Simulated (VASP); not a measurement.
Output of a VASP run:

### OSZICAR
```
       N       E                     dE             d eps       ncg     rms          rms(c)
DAV:   1     0.105636133899E+03    0.10564E+03   -0.74152E+03  2300   0.148E+03
DAV:   2     0.386197111886E+01   -0.10177E+03   -0.99875E+02  2342   0.321E+02
DAV:   3    -0.649916673904E+00   -0.45119E+01   -0.44888E+01  2726   0.802E+01
DAV:   4    -0.757621842927E+00   -0.10771E+00   -0.10765E+00  2771   0.135E+01
DAV:   5    -0.762099100258E+00   -0.44773E-02   -0.44744E-02  2819   0.245E+00    0.501E-01
DAV:   6    -0.752924514359E+00    0.91746E-02   -0.14392E-02  2817   0.223E+00    0.239E-01
DAV:   7    -0.750540619151E+00    0.23839E-02   -0.59891E-03  2675   0.137E+00    0.737E-02
DAV:   8    -0.750423162913E+00    0.11746E-03   -0.33731E-04  2945   0.373E-01    0.112E-02
DAV:   9    -0.750417919031E+00    0.52439E-05   -0.12101E-05  2764   0.708E-02    0.478E-03
DAV:  10    -0.750418883961E+00   -0.96493E-06   -0.12375E-06  2482   0.112E-02    0.218E-04
DAV:  11    -0.750418897348E+00   -0.13387E-07   -0.31043E-08  1588   0.207E-03
   1 F= -.75041890E+00 E0= -.75041890E+00  d E =0.000000E+00
```

File OUTCAR:
```
------------------------ aborting loop because EDIFF is reached ----------------------------------------
  FORCE on cell =-STRESS in cart. coord.  units (eV):
  Direction    XX          YY          ZZ          XY          YZ          ZX
  --------------------------------------------------------------------------------------
  Total        0.0545638      0.0545638      0.0545638     -0.0000000      0.0000000      0.0000000
  in kB        2.8315264      2.8315264      2.8315264     -0.0000000      0.0000000      0.0000000
  external PRESSURE =       2.8315264 kB  Pullay stress =       0.0000000 kB
  volume of cell :       30.87
      direct lattice vectors                 reciprocal lattice vectors
     0.000000000  2.489935791  2.489935791    -0.200808391  0.200808391  0.200808391
     2.489935791  0.000000000  2.489935791     0.200808391 -0.200808391  0.200808391
     2.489935791  2.489935791  0.000000000     0.200808391  0.200808391 -0.200808391
 POSITION                                       TOTAL-FORCE (eV/Angst)
 -----------------------------------------------------------------------------------
      0.00000      0.00000      0.00000         0.000000      0.000000      0.000000
 -----------------------------------------------------------------------------------
    total drift:                               -0.000000     -0.000000     -0.000000
  FREE ENERGIE OF THE ION-ELECTRON SYSTEM (eV)
  ---------------------------------------------------
  free  energy   TOTEN  =        -0.7504188973 eV

  energy  without entropy=       -0.7504188973  energy(sigma->0) =       -0.75041890

 total charge

# of ion       s       p       d       tot
------------------------------------------
    1        1.398   0.743   9.805  11.946
```
(Selected blocks of OUTCAR.)

### POSCAR
```
Pb
1
    0.0000000000     2.4899357914     2.4899357914
    2.4899357914    -0.0000000000     2.4899357914
    2.4899357914     2.4899357914     0.0000000000
Pb
1
Direct
  0.0000000000   0.0000000000   0.0000000000
```

### Question
Reconstruct the remaining input files.

### Answer
One answer among several that fit: the input of the run itself, rev-vdW-DF2, plane waves, VASP's PBE PAW potentials (set 64).

KPOINTS:
```
Automatic mesh
0
Gamma
14 14 14
0 0 0
```

### INCAR
```
AGGAC = 0.0
ALGO = Normal
EDIFF = 1E-7
ENCUT = 520
GGA = MK
ISIF = 2
ISMEAR = -5
LASPH = .TRUE.
LCHARG = .TRUE.
LMAXMIX = 4
LORBIT = 11
LREAL = .FALSE.
LUSE_VDW = .TRUE.
LWAVE = .FALSE.
NEDOS = 601
NELM = 100
PARAM1 = 0.1234568
PARAM2 = 0.7114
PREC = Accurate
SYSTEM = Pb
ZAB_VDW = -1.8867
```

POTCAR, in this order: Pb_d (PBE.64 set). Program: vasp_std.

For a metal the tetrahedron method with Blöchl corrections gives inexact stress and forces.

The compound is Pb in the fcc structure. It was relaxed first.
